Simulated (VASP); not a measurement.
```
CdS
1.0
    0.00000     2.95814     2.95814
    2.95814     0.00000     2.95814
    2.95814     2.95814     0.00000
Cd S
1 1
Direct
  0.00000   0.00000   0.00000
  0.25000   0.25000   0.25000
```

All values below come from optB88-vdW, VASP's PBE PAW potentials (set 64) (plane waves; VASP). Numerical set-up: 520 eV cut-off, Gaussian smearing of 0.050 eV, potentials Cd S.

Task: What does the run give for the band gap (along the path) with the smallest direct gap where there is one?

Result: 
```
Item                                   Result
------------------------------------  -------
band gap (along the path)             0.92 eV
smallest direct gap (along the path)  0.92 eV
```

The compound is CdS in the zinc blende structure, a metastable form; wurtzite is the usual one. It was relaxed first, which changed the volume by +5 %.
